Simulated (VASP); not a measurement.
Au:

```xyz
1
Lattice="0.0000 2.0350 2.0350 2.0350 0.0000 2.0350 2.0350 2.0350 0.0000" Properties=species:S:1:pos:R:3 pbc="T T T"
Au    0.0000    0.0000    0.0000
```

- Program: VASP 6.6.1
- Task: relaxation of cell and atoms
- Functional: PBE
- Potentials or basis: VASP PAW PBE potentials, release 64 (Au)
- Cutoff: 600 eV
- k mesh: 18 × 18 × 18
- Occupations: gaussian, width 0.1 eV
- Spin: no spin polarisation

At the start: pressure 10.7 GPa; volume 16.85 Å³/atom.

Problem. How do energy, volume and symmetry change on relaxing?

Solution. Over 4 steps the energy falls by 33.9 meV/atom and the volume is 17.95 Å³/atom (+6.5 %); space group Fm-3m (No. 225, to 0.05 Å).

The path:
```
step  energy change (eV)  largest force (eV/Å)  pressure (GPa)  volume (Å³)
   1              0.0000                0.0000           10.70        16.85
   2              0.0303                0.0000          -10.11        19.75
   3             -0.0339                0.0000           -0.19        17.97
   4             -0.0339                0.0000           -0.03        17.95
```

Final structure:
```yaml
crystal:
  lattice:
    - [0.00000, 2.07814, 2.07814]
    - [2.07814, 0.00000, 2.07814]
    - [2.07814, 2.07814, 0.00000]
  atoms:
    - { symbol: Au, position: [0.00000, 0.00000, 0.00000] }
```
